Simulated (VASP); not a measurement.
Output of a VASP run:

**OSZICAR**
```
       N       E                     dE             d eps       ncg     rms          rms(c)
DAV:   1     0.954041317339E+02    0.95404E+02   -0.79498E+03   528   0.101E+03
DAV:   2    -0.206834272667E+01   -0.97472E+02   -0.93784E+02   595   0.272E+02
DAV:   3    -0.579902872669E+01   -0.37307E+01   -0.37233E+01   590   0.559E+01
DAV:   4    -0.581681011434E+01   -0.17781E-01   -0.17780E-01   610   0.376E+00
DAV:   5    -0.581691485747E+01   -0.10474E-03   -0.10474E-03   575   0.259E-01    0.679E+00
DAV:   6    -0.558779927706E+01    0.22912E+00   -0.16555E-01   698   0.546E+00    0.593E+00
DAV:   7    -0.550006962378E+01    0.87730E-01   -0.88938E-02   570   0.295E+00    0.506E+00
DAV:   8    -0.546640732879E+01    0.33662E-01   -0.29085E-02   565   0.151E+00    0.419E+00
DAV:   9    -0.545255523813E+01    0.13852E-01   -0.87977E-03   565   0.795E-01    0.339E+00
DAV:  10    -0.544663304978E+01    0.59222E-02   -0.39577E-03   580   0.497E-01    0.272E+00
DAV:  11    -0.544406020606E+01    0.25728E-02   -0.15625E-03   575   0.320E-01    0.218E+00
DAV:  12    -0.544293078532E+01    0.11294E-02   -0.69639E-04   595   0.219E-01    0.173E+00
DAV:  13    -0.544244604090E+01    0.48474E-03   -0.32427E-04   590   0.155E-01    0.138E+00
DAV:  14    -0.544225475191E+01    0.19129E-03   -0.16533E-04   585   0.116E-01    0.109E+00
DAV:  15    -0.544219716193E+01    0.57590E-04   -0.89957E-05   570   0.892E-02    0.867E-01
DAV:  16    -0.544219880761E+01   -0.16457E-05   -0.53279E-05   570   0.705E-02    0.687E-01
DAV:  17    -0.544222444422E+01   -0.25637E-04   -0.33112E-05   550   0.564E-02    0.544E-01
DAV:  18    -0.544225737076E+01   -0.32927E-04   -0.21489E-05   565   0.454E-02    0.430E-01
DAV:  19    -0.544228994019E+01   -0.32569E-04   -0.14289E-05   540   0.369E-02    0.341E-01
DAV:  20    -0.544231896260E+01   -0.29022E-04   -0.97241E-06   555   0.300E-02    0.269E-01
DAV:  21    -0.544234343953E+01   -0.24477E-04   -0.67026E-06   540   0.245E-02    0.213E-01
DAV:  22    -0.544236340094E+01   -0.19961E-04   -0.46790E-06   555   0.201E-02    0.169E-01
DAV:  23    -0.544237932155E+01   -0.15921E-04   -0.32915E-06   540   0.165E-02    0.133E-01
DAV:  24    -0.544239182145E+01   -0.12500E-04   -0.23323E-06   539   0.136E-02    0.106E-01
DAV:  25    -0.544240152283E+01   -0.97014E-05   -0.16613E-06   493   0.112E-02    0.836E-02
DAV:  26    -0.544240898624E+01   -0.74634E-05   -0.11891E-06   496   0.937E-03    0.662E-02
DAV:  27    -0.544241468943E+01   -0.57032E-05   -0.86419E-07   381   0.795E-03    0.524E-02
DAV:  28    -0.544241902635E+01   -0.43369E-05   -0.64287E-07   385   0.683E-03    0.415E-02
DAV:  29    -0.544242231133E+01   -0.32850E-05   -0.45157E-07   365   0.560E-03    0.329E-02
DAV:  30    -0.544242478957E+01   -0.24782E-05   -0.32633E-07   365   0.467E-03    0.261E-02
DAV:  31    -0.544242665348E+01   -0.18639E-05   -0.23673E-07   340   0.391E-03    0.207E-02
DAV:  32    -0.544242805196E+01   -0.13985E-05   -0.17357E-07   360   0.329E-03    0.165E-02
DAV:  33    -0.544242909909E+01   -0.10471E-05   -0.12629E-07   305   0.275E-03    0.131E-02
DAV:  34    -0.544242988200E+01   -0.78291E-06   -0.93322E-08   300   0.233E-03
   1 F= -.54424299E+01 E0= -.54424299E+01  d E =-.148699E-14
```

File OUTCAR:
```
------------------------ aborting loop because EDIFF is reached ----------------------------------------
  FORCE on cell =-STRESS in cart. coord.  units (eV):
  Direction    XX          YY          ZZ          XY          YZ          ZX
  --------------------------------------------------------------------------------------
  Total        1.2933209      1.2933209      1.2933209      0.0000000     -0.0000000     -0.0000000
  in kB       37.4292187     37.4292187     37.4292187      0.0000000     -0.0000000     -0.0000000
  external PRESSURE =      37.4292187 kB  Pullay stress =       0.0000000 kB
  volume of cell :       55.36
      direct lattice vectors                 reciprocal lattice vectors
     0.000000000  3.025000000  3.025000000    -0.165289256  0.165289256  0.165289256
     3.025000000  0.000000000  3.025000000     0.165289256 -0.165289256  0.165289256
     3.025000000  3.025000000  0.000000000     0.165289256  0.165289256 -0.165289256
  FREE ENERGIE OF THE ION-ELECTRON SYSTEM (eV)
  ---------------------------------------------------
  free  energy   TOTEN  =        -5.4424298820 eV

  energy  without entropy=       -5.4424298820  energy(sigma->0) =       -5.44242988
```
(Selected blocks of OUTCAR.)

POSCAR:
```
CdSe
1
    0.0000000000     3.0250000000     3.0250000000
    3.0250000000     0.0000000000     3.0250000000
    3.0250000000     3.0250000000     0.0000000000
Cd Se
1 1
Direct
  0.0000000000   0.0000000000   0.0000000000
  0.2500000000   0.2500000000   0.2500000000
```

Question: Write an INCAR and KPOINTS that could have produced this output.

Answer: This is not unique; one that fits is the input of the run itself, PBE GGA, plane waves, VASP's PBE PAW potentials (set 64).

### KPOINTS
```
Automatic mesh
0
Gamma
7 7 7
0 0 0
```

**INCAR**
```
GGA = PE   # PBE
LASPH = .TRUE.
ENCUT = 400
ALGO = Normal   # blocked Davidson
BMIX = 1.0
AMIX = 0.2
ISIF = 2   # forces and stress, cell fixed
NELM = 100   # most electronic steps
ISMEAR = 0
IMIX = 1
LWAVE = .FALSE.
LMAXMIX = 4   # l cut-off of mixed one-centre charges
LCHARG = .FALSE.
PREC = Accurate
EDIFF = 1E-6   # SCF stop (eV)
SYSTEM = CdSe
SIGMA = 0.05
LREAL = .FALSE.   # projection in real space or not
```

POTCAR, in this order: Cd Se (PBE.64 set). Program: vasp_std.

The compound is CdSe in the zinc blende structure, whereas wurtzite is the usual form. The cell was not relaxed at this level. The run is one of a series of settings (AMIX = 0.2, BMIX = 1.0, IMIX = 1 against the base run), some of them coarse on purpose.
